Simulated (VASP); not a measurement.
```
CELL_PARAMETERS angstrom
      0.00000     2.62903     2.62903
      2.62903     0.00000     2.62903
     10.54710    10.54710    -0.03098
ATOMIC_POSITIONS crystal
  Zn 0.00443 0.00443 0.99667
  Se 0.22858 0.22858 0.07856
  Se 0.24315 0.24315 0.31764
  Se 0.25550 0.25550 0.55838
  Se 0.26888 0.26888 0.79834
  Be 0.98698 0.98698 0.25977
  Be 0.00020 0.00020 0.49985
  Be 0.01228 0.01228 0.74079
```

Calculation: PBEsol GGA, VASP's PBE PAW potentials (set 64) (plane waves; VASP). Settings: 400 eV cut-off, Gaussian smearing of 0.050 eV, potentials Zn Se Be.

Give the energies of bands 12 to 25 at the high-symmetry points, in eV from the valence-band maximum.

```csv
band,Γ,T,H2,L,S0,F
12,-3.69,-1.89,-5.08,-5.21,-5.12,-5.27
13,-1.67,-1.73,-5.07,-5.16,-5.06,-5.19
14,-1.67,-1.65,-4.40,-3.44,-4.40,-3.40
15,-1.30,-1.65,-4.27,-3.40,-4.21,-3.35
16,-1.30,-1.37,-4.01,-3.08,-4.07,-3.14
17,-0.94,-1.37,-3.55,-2.74,-3.54,-2.98
18,-0.94,-0.86,-2.66,-2.28,-2.72,-2.56
19,-0.49,-0.86,-2.60,-2.20,-2.55,-2.13
20,0.00,-0.03,-2.32,-1.92,-2.37,-1.49
21,0.00,-0.03,-2.28,-1.26,-2.23,-1.16
22,2.76,3.32,3.44,2.44,3.39,2.03
23,3.38,3.40,3.70,2.78,3.88,3.10
24,3.53,3.48,4.39,3.63,4.09,3.29
25,3.64,3.65,4.68,4.01,4.99,3.48
```

The gap is indirect, 2.03 eV, from the valence maximum at Γ to the conduction minimum at F.

The structure was generated: Be3ZnSe4 was put into an ordered model structure (R3m), which need not be its known phase. It was relaxed first.
